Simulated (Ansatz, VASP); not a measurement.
## ZrIn in VASP and in Ansatz

Contents of INCAR:

```
PREC = Accurate ; ENCUT = 520
EDIFF = 1E-7 ; ISMEAR = 1
SIGMA = 0.1 ; LREAL = F
LASPH = T ; NELM = 80
ALGO = Normal ; ISIF = 2
LWAVE = F ; LCHARG = F
GGA = CA ; NBANDS = 20
```

The input KPOINTS:

```
Automatic mesh
0
Gamma
  7 7 5
```

Contents of POSCAR:

```
ZrIn
1.0
    3.1195701837      0.0000000000      0.0000000000
    0.0000000000      3.1195701837      0.0000000000
    0.0000000000      0.0000000000      4.4242068040
Zr In
1 1
Direct
    0.0000000000      0.0000000000      0.0000000000
    0.5000000000      0.5000000000      0.5000000000
```

Input for Ansatz:

```yaml
crystal:
  lattice:
    - [3.119570183674962, 0.0, 0.0]
    - [0.0, 3.119570183674962, 0.0]
    - [0.0, 0.0, 4.424206803968489]
  atoms:
    - { symbol: Zr, position: [0.0, 0.0, 0.0] }
    - { symbol: In, position: [0.5, 0.5, 0.5] }
basis:
  ecutwfc: 500.0
kpoints:
  mp_grid:
    grid: [7, 7, 5]
hamiltonian:
  xc: lda
scf:
  n_extra_bands: 12
  mixing:
    algorithm: anderson
  occupations:
    method: cold
output:
  stress: true
```

The cell comes from a database or a generator and needn't be the stable form of this composition.

Alike in both runs: task single point; functional LDA; k mesh 7 × 7 × 5; no spin polarisation.

```csv
,VASP,Ansatz
version,VASP 6.6.1,Ansatz 0.2.0
potentials or method,"VASP PAW LDA potentials, release 64 (Zr_sv, In_d)","plane waves, PAW"
plane-wave cutoff (eV),520,500
occupations,"methfessel-paxton of order 1, width 0.1 eV",cold
valence electrons in the cell,25,25
```

Ansatz gave:

* pressure (GPa): -4.3
* largest component of the traceless stress (GPa): 0.48

Problem. Estimate VASP's values.

Solution. Pressure (GPa): -4.1; largest component of the traceless stress (GPa): 0.41.
